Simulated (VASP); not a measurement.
Level of theory: PBEsol GGA, VASP's PBE PAW potentials (set 64) (plane waves; VASP).

VASP ran on this input.

**INCAR**
```
# general
SYSTEM  = TiAl
PREC    = Accurate
ENCUT   = 400
LREAL   = F
LASPH   = T

# electronic loop
EDIFF   = 1E-6
NELM    = 100
ALGO    = Normal
LMAXMIX = 4

# smearing
ISMEAR  = 1
SIGMA   = 0.1

# functional
GGA     = PS

# ions
IBRION  = 2
NSW     = 60
ISIF    = 3
EDIFFG  = -0.01

# output
LWAVE   = F
LCHARG  = F
```

**KPOINTS**
```
Automatic mesh
0
Gamma
12 12 8
0 0 0
```

POSCAR:
```
TiAl
1.0
  2.7975382944   0.0000000000   0.0000000000
  0.0000000000   2.7975382944   0.0000000000
  0.0000000000   0.0000000000   4.0239800413
Ti Al
1 1
Cartesian
  0.0000000000   0.0000000000   0.0000000000
  1.3987691472   1.3987691472   2.0119900206
```

POTCAR, in this order: Ti_sv Al (PBE.64 set). Program: vasp_std.

The resulting files:

File OSZICAR:
```
       N       E                     dE             d eps       ncg     rms          rms(c)
DAV:   1     0.756796905719E+02    0.75680E+02   -0.65017E+03  3094   0.117E+03
DAV:   2    -0.978842355746E+01   -0.85468E+02   -0.82884E+02  3122   0.301E+02
DAV:   3    -0.147497841044E+02   -0.49614E+01   -0.47423E+01  4740   0.714E+01
DAV:   4    -0.149127596482E+02   -0.16298E+00   -0.16099E+00  3853   0.113E+01
DAV:   5    -0.149196178081E+02   -0.68582E-02   -0.68497E-02  4477   0.207E+00    0.103E+01
DAV:   6    -0.134001997444E+02    0.15194E+01   -0.12368E+01  3790   0.391E+01    0.329E+00
DAV:   7    -0.132672048606E+02    0.13299E+00   -0.10727E+00  3569   0.111E+01    0.198E+00
DAV:   8    -0.132484811474E+02    0.18724E-01   -0.14547E-01  3456   0.420E+00    0.495E-01
DAV:   9    -0.132469509487E+02    0.15302E-02   -0.26117E-02  3702   0.219E+00    0.240E-01
DAV:  10    -0.132469254630E+02    0.25486E-04   -0.15765E-03  3793   0.444E-01    0.614E-02
DAV:  11    -0.132469076493E+02    0.17814E-04   -0.43859E-04  3975   0.235E-01    0.439E-02
DAV:  12    -0.132469094231E+02   -0.17737E-05   -0.27272E-05  3570   0.556E-02    0.111E-02
DAV:  13    -0.132469089972E+02    0.42583E-06   -0.74584E-07  2357   0.906E-03
   1 F= -.13246909E+02 E0= -.13247116E+02  d E =-.132469E+02
```

OUTCAR:
```
------------------------ aborting loop because EDIFF is reached ----------------------------------------
  FORCE on cell =-STRESS in cart. coord.  units (eV):
  Direction    XX          YY          ZZ          XY          YZ          ZX
  --------------------------------------------------------------------------------------
  Total       -0.0134640     -0.0134640     -0.0114520      0.0000000     -0.0000000      0.0000000
  in kB       -0.6849764     -0.6849764     -0.5826193      0.0000000     -0.0000000      0.0000000
  external PRESSURE =      -0.6508574 kB  Pullay stress =       0.0000000 kB
  volume of cell :       31.49
      direct lattice vectors                 reciprocal lattice vectors
     2.797538294  0.000000000  0.000000000     0.357457127  0.000000000  0.000000000
     0.000000000  2.797538294  0.000000000     0.000000000  0.357457127  0.000000000
     0.000000000  0.000000000  4.023980041     0.000000000  0.000000000  0.248510179
 POSITION                                       TOTAL-FORCE (eV/Angst)
 -----------------------------------------------------------------------------------
      0.00000      0.00000      0.00000         0.000000      0.000000      0.000000
      1.39877      1.39877      2.01199         0.000000      0.000000      0.000000
 -----------------------------------------------------------------------------------
    total drift:                                0.000000     -0.000000     -0.000000
  FREE ENERGIE OF THE ION-ELECTRON SYSTEM (eV)
  ---------------------------------------------------
  free  energy   TOTEN  =       -13.2469089972 eV

  energy  without entropy=      -13.2475309024  energy(sigma->0) =      -13.24711630

 reached required accuracy - stopping structural energy minimisation
```
(Selected blocks of OUTCAR.)

File OUTCAR:
```
 val. band max:        8.5077805772   @ k =   0.0000   0.0000   0.1250

 cond. band min:       8.5458124478   @ k =   0.3333   0.2500   0.1250


 Fermi energy:         8.5123477280

 k-point     1 :       0.0000    0.0000    0.0000
  band No.  band energies     occupation
      1     -47.7963      2.00000
      2     -24.3080      2.00000
      3     -23.8350      2.00000
      4     -23.8350      2.00000
      5      -0.6086      2.00000
      6       6.6024      2.00000
      7       7.6581      2.00000
      8       8.2497      2.00129
      9      10.7582      0.00000
     10      10.7582      0.00000
     11      11.9288      0.00000

 k-point     2 :       0.0833    0.0000    0.0000
  band No.  band energies     occupation
      1     -47.7917      2.00000
      2     -24.3037      2.00000
      3     -23.8713      2.00000
      4     -23.8319      2.00000
      5      -0.4685      2.00000
      6       6.7165      2.00000
      7       7.7120      2.00000
      8       8.1156      2.00000
      9      10.7825      0.00000
     10      10.9200      0.00000
     11      11.7888      0.00000

 k-point     3 :       0.1667    0.0000    0.0000
  band No.  band energies     occupation
      1     -47.7796      2.00000
      2     -24.2919      2.00000
      3     -23.9698      2.00000
      4     -23.8234      2.00000
      5      -0.0550      2.00000
      6       7.0162      2.00000
      7       7.7936      2.00000
      8       7.8054      2.00000
      9      10.8489      0.00000
     10      11.3439      0.00000
     11      11.4378      0.00000

 k-point     4 :       0.2500    0.0000    0.0000
  band No.  band energies     occupation
      1     -47.7630      2.00000
      2     -24.2757      2.00000
      3     -24.1024      2.00000
      4     -23.8117      2.00000
      5       0.6178      2.00000
      6       7.3370      2.00000
      7       7.4177      2.00000
      8       7.6996      2.00000
      9      10.9417      0.00000
...
```

The compound is TiAl in the L1_0 structure. It was relaxed first. The start is the result of an earlier pass. The electron count is odd and the run is not spin-polarised, which forces a metal.
